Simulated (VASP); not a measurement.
**Si: stress against strain**

Si (diamond, Fd-3m, 19.715 Å³/atom and stress up to 0.01 GPa in the relaxed cell, cube axes along x, y and z) under a strain ε along a cube axis (axis z), the other axes held. LDA in VASP (plane waves, PAW), 480 eV, 10×10×10 Γ-centred mesh, Gaussian smearing 0.05 eV; ions are relaxed, or left where forces stay under 0.02 eV/Å, within the symmetry of each cell. Stress is positive for a compressed cell.

Here s stands for strain and y for stress zz.

```
strain (%)  stress zz (GPa)
----------  ---------------
-3.00                     ?
-1.50                  2.44
-1.00                  1.62
-0.50                  0.80
0.00                  -0.01
0.50                  -0.81
1.00                  -1.60
1.50                  -2.39
```

**Question.** Fit y against s with a straight line, and predict the withheld value at s = -3.00.

**Answer.** Means: s 0, y 0.007. About the means, the sum of products is -11.270 and the sum of squares of s is 7.0000; the slope is their ratio. Least squares gives y = 0.007 - 1.6100·s. Residuals (row less fit): 0.018, 0.003, -0.012, -0.017, -0.012, 0.003, 0.018; standard error 0.016 (degrees of freedom: 5). The slope gives the elastic constant C11 = 161.0 ± 0.6 GPa (± standard error of the fit, which holds the terms cut off). At the withheld row, y = 0.007 - 1.6100 × (-3.0) = 4.837 GPa. The calculation gives 4.93 GPa, 0.093 GPa above the prediction (1.3 % of the range of y in the table). The row lies outside the fitted rows, so this is an extrapolation. From the scatter of the fitted rows alone, a prediction at this place has a standard error of 0.025 GPa, so the miss is 3.7 times that.

A polynomial of degree 2 through the 12 other runs of the series gives 4.95 there, so most of the miss is curvature that the fit leaves out. Rows are the converged runs of the series near zero and its far end; series whose fitted rows scatter by over a few per cent of the range, as at a crossing or softening among them, aren't shown in this form, nor equations of state whose B0' disagrees with the runs' pressures. Most that stay on the fit to the last digits aren't either.
